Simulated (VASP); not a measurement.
**C (Diamond): time-dependent DFT spectra**

Which functionals bind an exciton in C (Diamond)? The cell has space group Fd-3m. The start is a cell from a database of measured crystal structures.

Calculated with VASP 6.6.1; LDA; plane waves and PAW (C), in the first sound run; inputs show where later runs differ.

## (1) Starting point

Symmetry: Fd-3m, No. 227, cubic system. The conventional cell has a = 3.567 Å, b = 3.567 Å, c = 3.567 Å, α = 90.00°, β = 90.00°, γ = 90.00°. Nearest to C lie 4 C at 1.54 Å.

Structure file:

```cif
data_structure
_symmetry_space_group_name_H-M 'P 1'
_symmetry_Int_Tables_number 1
_cell_length_a 2.5221
_cell_length_b 2.5221
_cell_length_c 2.5221
_cell_angle_alpha 60.000
_cell_angle_beta 60.000
_cell_angle_gamma 60.000
_cell_volume 11.34
loop_
_atom_site_label
_atom_site_type_symbol
_atom_site_fract_x
_atom_site_fract_y
_atom_site_fract_z
_atom_site_occupancy
C1 C 0.75000 0.75000 0.75000 1
C2 C 0.50000 0.50000 0.50000 1
```

## (2) Ground state at LDA

Many-body steps start from the orbitals of a self-consistent run, here LDA. A small SIGMA keeps every occupation at zero or full.

File INCAR:

```
SYSTEM = C
PREC = Accurate
ENCUT = 420
EDIFF = 1E-08
NELM = 100
ISMEAR = 0
SIGMA = 0.01
LREAL = .FALSE.
ALGO = Normal
GGA = CA
NBANDS = 10
LORBIT = 11
LWAVE = .TRUE.
LCHARG = .FALSE.
KPAR = 8
```

File POSCAR:

```
C
1.0
    0.0000000000      1.7833700000      1.7833700000
    1.7833700000      0.0000000000      1.7833700000
    1.7833700000      1.7833700000      0.0000000000
C
2
Direct
    0.7500000000      0.7500000000      0.7500000000
    0.5000000000      0.5000000000      0.5000000000
```

File KPOINTS:

```
Automatic mesh
0
Gamma
8 8 8
0 0 0
```

Potentials, in the order of the species: C (PBE family, release 64).

The run is started by

```sh
$ mpirun -np 8 vasp_std
```

The log of the run:

```text
[banner, memory and clock lines left out]
running    8 mpi-ranks, on    1 nodes
 distrk:  each k-point on    1 cores,    8 groups
 distr:  one band on    1 cores,    1 groups

 POSCAR found type information on POSCAR C
 POSCAR found :  1 types and       2 ions
|                                                                             |
|           W    W    AA    RRRRR   N    N  II  N    N   GGGG   !!!           |
|           W    W   A  A   R    R  NN   N  II  NN   N  G    G  !!!           |
|           W    W  A    A  R    R  N N  N  II  N N  N  G       !!!           |
|           W WW W  AAAAAA  RRRRR   N  N N  II  N  N N  G  GGG   !            |
|           WW  WW  A    A  R   R   N   NN  II  N   NN  G    G                |
|           W    W  A    A  R    R  N    N  II  N    N   GGGG   !!!           |
|                                                                             |
|     For optimal performance we recommend to set                             |
|       NCORE = 2 up to number-of-cores-per-socket                            |
|     NCORE specifies how many cores store one orbital (NPAR=cpu/NCORE).      |
|     This setting can greatly improve the performance of VASP for DFT.       |
|     The default, NCORE=1 might be grossly inefficient on modern             |
|     multi-core architectures or massively parallel machines. Do your        |
|     Unfortunately you need to use the default for GW and RPA                |
|     calculations (for HF NCORE is supported but not extensively tested      |
|     yet).                                                                   |
|                                                                             |

|                                                                             |
|               ----> ADVICE to this user running VASP <----                  |
|                                                                             |
|     You enforced a specific xc type in the INCAR file but a different       |
|     [... a line on the potential file left out ...]
|     I HOPE YOU KNOW WHAT YOU ARE DOING!                                     |
|                                                                             |

 LDA part: xc-table for (Slater(with rela. corr.)+CA(PZ))
 , standard interpolation
 POSCAR, INCAR and KPOINTS ok, starting setup
 FFT: planning ... GRIDC
 FFT: planning ... GRID_SOFT
 FFT: planning ... GRID
 WAVECAR not read
 entering main loop
       N       E                     dE             d eps       ncg     rms          rms(c)
DAV:   1    -0.529196874084E+01   -0.52920E+01   -0.42971E+03   646   0.649E+02
DAV:   2    -0.207831499298E+02   -0.15491E+02   -0.15100E+02   786   0.113E+02
DAV:   3    -0.210205157332E+02   -0.23737E+00   -0.23692E+00   678   0.108E+01
DAV:   4    -0.210208909711E+02   -0.37524E-03   -0.37522E-03   618   0.530E-01
DAV:   5    -0.210208914067E+02   -0.43565E-06   -0.43565E-06   666   0.172E-02    0.556E+00
DAV:   6    -0.204595969549E+02    0.56129E+00   -0.31825E-01   592   0.414E+00    0.323E+00
DAV:   7    -0.202624982960E+02    0.19710E+00   -0.37594E-01   624   0.450E+00    0.713E-01
DAV:   8    -0.202622712665E+02    0.22703E-03   -0.72262E-03   602   0.747E-01    0.245E-02
DAV:   9    -0.202622625210E+02    0.87455E-05   -0.25729E-05   646   0.413E-02    0.184E-02
DAV:  10    -0.202622640238E+02   -0.15028E-05   -0.14723E-06   630   0.105E-02    0.383E-03
DAV:  11    -0.202622639827E+02    0.41029E-07   -0.46945E-08   676   0.176E-03    0.558E-04
DAV:  12    -0.202622639778E+02    0.49038E-08   -0.83936E-10   330   0.282E-04
   1 F= -.20262264E+02 E0= -.20262264E+02  d E =-.763823E-19
 writing wavefunctions
```

Elapsed: 1.4 s, on 8 MPI ranks of Intel Xeon Platinum 8488C (Sapphire Rapids), shared host; peak memory 0.81 GiB.

The logs omit lines about the potential files and the build; timing stands in the text.

Parts of OUTCAR (step 2):

```text
ion  position               nearest neighbor table
   1  0.750  0.750  0.750-   2 1.54   2 1.54   2 1.54   2 1.54
   2  0.500  0.500  0.500-   1 1.54   1 1.54   1 1.54   1 1.54

  LATTYP: Found a face centered cubic cell.
 ALAT       =     3.5667400000

 Subroutine GETGRP returns: Found 48 space group operations
 (whereof 24 operations were pure point group operations)

The static configuration has the point symmetry T_d .
 The point group associated with its full space group is O_h .

 Found     29 irreducible k-points:

   k-points           NKPTS =     29   k-points in BZ     NKDIM =     29   number of bands    NBANDS=     10

   dimension x,y,z NGX =    18 NGY =   18 NGZ =   18
   dimension x,y,z NGXF=    36 NGYF=   36 NGZF=   36

   ENCUT  =  420.0 eV  30.87 Ry    5.56 a.u.   4.21  4.21  4.21*2*pi/ulx,y,z

   NELECT =       8.0000    total number of electrons

 k-points in reciprocal lattice and weights: Automatic mesh
   0.00000000  0.00000000  0.00000000       0.002
   0.12500000  0.00000000  0.00000000       0.016
   0.25000000  0.00000000  0.00000000       0.016
   0.37500000  0.00000000  0.00000000       0.016
   0.50000000  0.00000000  0.00000000       0.008
   0.12500000  0.12500000  0.00000000       0.012
   0.25000000  0.12500000  0.00000000       0.047
   0.37500000  0.12500000  0.00000000       0.047
   0.50000000  0.12500000  0.00000000       0.047
[...]
-0.37500000  0.50000000  0.12500000       0.023
  -0.25000000  0.50000000  0.25000000       0.012

 average (electrostatic) potential at core
       1 -45.3713       2 -45.3713

 E-fermi :   9.5706

 k-point     1 :       0.0000    0.0000    0.0000
  band No.  band energies     occupation
      1     -11.8281      2.00000
      2       9.5125      2.00000
      3       9.5125      2.00000
      4       9.5125      2.00000
      5      15.0462      0.00000
      6      15.0462      0.00000
      7      15.0462      0.00000
      8      23.0661      0.00000
      9      28.5022      0.00000
    ...

 k-point     2 :       0.1250    0.0000    0.0000
  band No.  band energies     occupation
      1     -11.3964      2.00000
      2       7.1089      2.00000
      3       8.8579      2.00000
      4       8.8579      2.00000
      5      15.9069      0.00000
      6      15.9069      0.00000
      7      16.3600      0.00000
      8      23.3620      0.00000
      9      29.1385      0.00000
    ...

 k-point     3 :       0.2500    0.0000    0.0000
  band No.  band energies     occupation
      1     -10.1136      2.00000
      2       2.9580      2.00000
      3       7.7586      2.00000
      4       7.7586      2.00000
      5      17.2473      0.00000
      6      17.2473      0.00000
      7      17.7100      0.00000
      8      24.1130      0.00000
      9      29.9194      0.00000
    ...

  Total       -0.9999259     -0.9999259     -0.9999259     -0.0000000      0.0000000     -0.0000000
  in kB     -141.2290483   -141.2290483   -141.2290483     -0.0000000      0.0000000     -0.0000000
  external PRESSURE =    -141.2290483 kB  Pullay stress =       0.0000000 kB

  energy-cutoff  :      420.00
  volume of cell :       11.34
      direct lattice vectors                 reciprocal lattice vectors
     0.000000000  1.783370000  1.783370000    -0.280368067  0.280368067  0.280368067
     1.783370000  0.000000000  1.783370000     0.280368067 -0.280368067  0.280368067
     1.783370000  1.783370000  0.000000000     0.280368067  0.280368067 -0.280368067

 POSITION                                       TOTAL-FORCE (eV/Angst)
 -----------------------------------------------------------------------------------
      2.67505      2.67505      2.67505        -0.000000     -0.000000     -0.000000
      1.78337      1.78337      1.78337         0.000000      0.000000      0.000000
 -----------------------------------------------------------------------------------
    total drift:                                0.000000     -0.000000      0.000000

  FREE ENERGIE OF THE ION-ELECTRON SYSTEM (eV)
  ---------------------------------------------------
  free  energy   TOTEN  =       -20.2622639778 eV

  energy  without entropy=      -20.2622639778  energy(sigma->0) =      -20.26226398

 total charge
# of ion       s       p       d       tot
------------------------------------------
    1        0.815   1.755   0.000   2.569
    2        0.815   1.755   0.000   2.569
--------------------------------------------------
tot          1.630   3.509   0.000   5.139

[... 3 further parts left out ...]
```

The gap is read on the k-mesh alone, so it is an upper bound where the band edges lie off the mesh. The PAW data sets were made with PBE, though LDA sets exist; this is a small mismatch.

A gap read on the k-mesh alone can miss the band edges.

Numbers from this step:

* free energy (TOTEN): -20.26 eV
* Fermi energy: 9.571 eV
* pressure: -14.12 GPa
* gap on the k-mesh: 4.090 eV
* least direct gap on the k-mesh: 5.534 eV

## (3) Empty bands, functional LDA

ALGO = Exact diagonalises the converged Hamiltonian in one step, and LOPTICS writes the k-derivatives of the orbitals (WAVEDER), which give the transition dipoles.

File INCAR:

```
SYSTEM = C
PREC = Accurate
ENCUT = 420
ISMEAR = 0
SIGMA = 0.01
LREAL = .FALSE.
GGA = CA
NBANDS = 24
ALGO = Exact
NELM = 1
LWAVE = .TRUE.
LCHARG = .FALSE.
LOPTICS = .TRUE.
NEDOS = 1000
CSHIFT = 0.1
```

POSCAR is that of step 2.

KPOINTS is that of step 2.

The run is started by

```sh
$ mpirun -np 8 vasp_std
```

The log of the run:

```text
[banner, memory and clock lines left out]
running    8 mpi-ranks, on    1 nodes
 distrk:  each k-point on    8 cores,    1 groups
 distr:  one band on    1 cores,    8 groups

 POSCAR found type information on POSCAR C
 POSCAR found :  1 types and       2 ions
 [... a notice as in an earlier step ...]

 [... a notice as in an earlier step ...]

 LDA part: xc-table for (Slater(with rela. corr.)+CA(PZ))
 , standard interpolation
 found WAVECAR, reading the header
  number of bands has changed, file:    10 present:    24
  trying to continue reading WAVECAR, but it might fail
 POSCAR, INCAR and KPOINTS ok, starting setup
 FFT: planning ... GRIDC
 FFT: planning ... GRID_SOFT
 FFT: planning ... GRID
 reading WAVECAR
 random initialization beyond band           10
 the WAVECAR file was read successfully
 initial charge from wavefunction
 entering main loop
       N       E                     dE             d eps       ncg     rms          rms(c)
DIA:   1    -0.202622639766E+02   -0.20262E+02    0.00000E+00     0   0.000E+00
   1 F= -.20262264E+02 E0= -.20262264E+02  d E =-.656914E-13
 writing wavefunctions
 optical routines
 imaginary and real dielectric function
 recalculating local potential from charge density
 direction            1
 direction            2
 direction            3
```

It took 2.2 s on 8 MPI ranks; peak memory 0.84 GiB; 12 s of CPU time.

OUTCAR, selected parts (step 3):

```text
 Found     29 irreducible k-points:

   k-points           NKPTS =     29   k-points in BZ     NKDIM =     29   number of bands    NBANDS=     24

   NELECT =       8.0000    total number of electrons

 E-fermi :   9.5573

 k-point     3 :       0.2500    0.0000    0.0000
  band No.  band energies     occupation
      1     -10.1136      2.00000
      2       2.9580      2.00000
      3       7.7586      2.00000
      4       7.7586      2.00000
      5      17.2473      0.00000
      6      17.2474      0.00000
      7      17.7100      0.00000
      8      24.1130      0.00000
      9      29.9195      0.00000
    ...

 k-point     5 :       0.5000    0.0000    0.0000
  band No.  band energies     occupation
      1      -5.9849      2.00000
      2      -3.8728      2.00000
      3       6.7049      2.00000
      4       6.7049      2.00000
      5      17.8977      0.00000
      6      17.8977      0.00000
      7      18.5204      0.00000
      8      24.9226      0.00000
      9      31.0542      0.00000
    ...

  Total       -0.9999381     -0.9999381     -0.9999381     -0.0000000      0.0000000     -0.0000000
  in kB     -141.2307734   -141.2307734   -141.2307734     -0.0000000      0.0000000     -0.0000000
  external PRESSURE =    -141.2307734 kB  Pullay stress =       0.0000000 kB

 POSITION                                       TOTAL-FORCE (eV/Angst)
 -----------------------------------------------------------------------------------
      2.67505      2.67505      2.67505         0.000000     -0.000000      0.000000
      1.78337      1.78337      1.78337        -0.000000      0.000000     -0.000000
 -----------------------------------------------------------------------------------
    total drift:                                0.000000     -0.000000      0.000000

  FREE ENERGIE OF THE ION-ELECTRON SYSTEM (eV)
  ---------------------------------------------------
  free  energy   TOTEN  =       -20.2622639766 eV

  energy  without entropy=      -20.2622639766  energy(sigma->0) =      -20.26226398

 plasma frequency squared (from intraband transitions) (eV^2)
  --------------------------------------------------------------------------------------
       0.000      -0.000      -0.000
       0.000       0.000       0.000
      -0.000       0.000       0.000

[... 13 parts as in an earlier step ...]
```

WAVECAR now holds 24 bands for 8 electrons. Its independent-particle dielectric tensor has xx, yy, zz = 6.0, 6.0, 6.0 on this mesh, which isn't tested for convergence in mesh or bands and lacks local fields.

(Part 1 of 5 ends here.)

[Lines on the potential files, build, host, timing and source positions are cut from VASP's logs without a mark.]

[Logs are printed without paths, hosts, clocks, repeated set-up lines and the standing remarks that a program may print on its own settings, such as how far it seeks lower states.]

[Hosts, paths, dates, database ids (printed as entryN), source tags and the programs' standing remarks are cut or masked in the printed files.]

[Pressures printed for these runs are not shown converged in the cutoff: they can be off by several GPa and have the wrong sign.]
